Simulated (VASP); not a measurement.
A convergence study with VASP on SnSe (space group no. 62 when undisturbed): one setting is varied, all else stays as given below, so the limit is that of these other settings. One atom is moved off its site, so that forces are finite.

```yaml
crystal:
  lattice:
    - [11.62947, 0.00000, 0.00000]
    - [0.00000, 4.11387, 0.00000]
    - [0.00000, 0.00000, 4.68681]
  atoms:
    - { symbol: Sn, position: [0.61879, 0.75000, 0.38722] }
    - { symbol: Sn, position: [0.38121, 0.25000, 0.62345] }
    - { symbol: Sn, position: [0.88121, 0.25000, 0.87655] }
    - { symbol: Sn, position: [0.11879, 0.75000, 0.12345] }
    - { symbol: Se, position: [0.14855, 0.25000, 0.50918] }
    - { symbol: Se, position: [0.85145, 0.75000, 0.49082] }
    - { symbol: Se, position: [0.35145, 0.75000, 0.00918] }
    - { symbol: Se, position: [0.64855, 0.25000, 0.99082] }
```

The numbers are results of PBE GGA, VASP's PBE PAW potentials (set 64) (plane waves; VASP 6.6.1), not measurements. The tightest run used: 300 eV cut-off, 5×14×13 Γ-centred mesh, Gaussian smearing of 0.010 eV, potentials Sn_d Se.

Unless said otherwise, spin-orbit coupling is left out, though it shifts the bands of the heavy elements here. Gaps are read on the run's mesh, which can miss a band edge.

```tsv
setting	E (eV/atom)	pressure (GPa)	largest force (eV/Å)	gap on the mesh (eV)	irreducible k-points
1×2×1 mesh	-3.5415	5.84	0.609	1.028	2
1×2×2 mesh	-3.9760	2.01	0.489	1.053	4
1×3×2 mesh	-4.0413	1.64	0.177	0.801	4
1×3×3 mesh	-4.0422	1.76	0.259	0.699	4
```

**Question.** These are the cheaper rows. Estimate the results at 5×14×13 mesh, and how far the last row shown lies from them.

**Answer.** 
```json
[
 {"quantity": "E (eV/atom)", "tightest run": "-4.1033", "last row shown is off by": "0.0611"},
 {"quantity": "pressure (GPa)", "tightest run": "1.21", "last row shown is off by": "0.55"},
 {"quantity": "largest force (eV/Å)", "tightest run": "0.293", "last row shown is off by": "-0.033"},
 {"quantity": "gap on the mesh (eV)", "tightest run": "0.731", "last row shown is off by": "-0.032"}
]
```

Left out are rungs that failed or repeat a setting and relaxations that didn't move; long series are thinned to 24 rows.

The structure comes from a computed database's SnSe entry (space group no. 62); how it stands against other phases isn't given here. The cell was not relaxed at this level, it is distorted from the ideal structure.
